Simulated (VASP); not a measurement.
VASP input:

**INCAR**
```
AEXX  =  0.25
ALGO  =  Normal
EDIFF  =  1E-6
ENCUT  =  520
GGA  =  PE
HFRCUT  =  -1
ISIF  =  2
ISMEAR  =  0
ISYM  =  3
LASPH  =  .True.
LCHARG  =  .False.
LHFCALC  =  .True.
LREAL  =  .False.
LWAVE  =  .False.
NELM  =  60
PREC  =  Accurate
PRECFOCK  =  Fast
SIGMA  =  0.05
SYSTEM  =  C
```

POSCAR:
```
C
1
    0.0000000000     1.7502476978     1.7502476978
    1.7502476978     0.0000000000     1.7502476978
    1.7502476978     1.7502476978     0.0000000000
C
2
Direct
  0.0000000000   0.0000000000   0.0000000000
  0.2500000000   0.2500000000   0.2500000000
```

KPOINTS:
```
kpoints
0
Gamma
 10 10 10
```

POTCAR, in this order: C (PBE.64 set). Program: vasp_std. Read from the step before: WAVECAR.

Write an equivalent input for Quantum ESPRESSO's pw.x.

One equivalent input (not run):
```
&CONTROL
  calculation = 'scf'
  pseudo_dir = './pseudo'
  outdir = './out'
  tprnfor = .true.
  tstress = .false.
/
&SYSTEM
  ibrav = 0
  nat = 2
  ntyp = 1
  ecutwfc = 82
  occupations = 'smearing'
  smearing = 'gaussian'
  degauss = 0.003675
  input_dft = 'pbe0'
  nqx1 = 10
  nqx2 = 10
  nqx3 = 10
/
&ELECTRONS
  conv_thr = 7.3e-08
  electron_maxstep = 60
/
ATOMIC_SPECIES
  C 12.011 C.upf
CELL_PARAMETERS angstrom
     0.0000000    1.7502477    1.7502477
     1.7502477    0.0000000    1.7502477
     1.7502477    1.7502477    0.0000000
ATOMIC_POSITIONS crystal
  C    0.0000000  0.0000000  0.0000000
  C    0.2500000  0.2500000  0.2500000
K_POINTS automatic
  10 10 10 0 0 0
```
The two are equivalent in intent, not identical: the potentials are each code's own (VASP's PAW set, PseudoDojo norm-conserving files in pw.x), so ENCUT and ecutwfc are chosen apart and not converted; conv_thr bounds pw.x's estimated SCF error, while EDIFF bounds the energy change between steps; the singularity of exact exchange is treated differently by default.

The compound is C in the diamond structure. This cell is one point of a volume scan, at 0.94 of the reference volume.
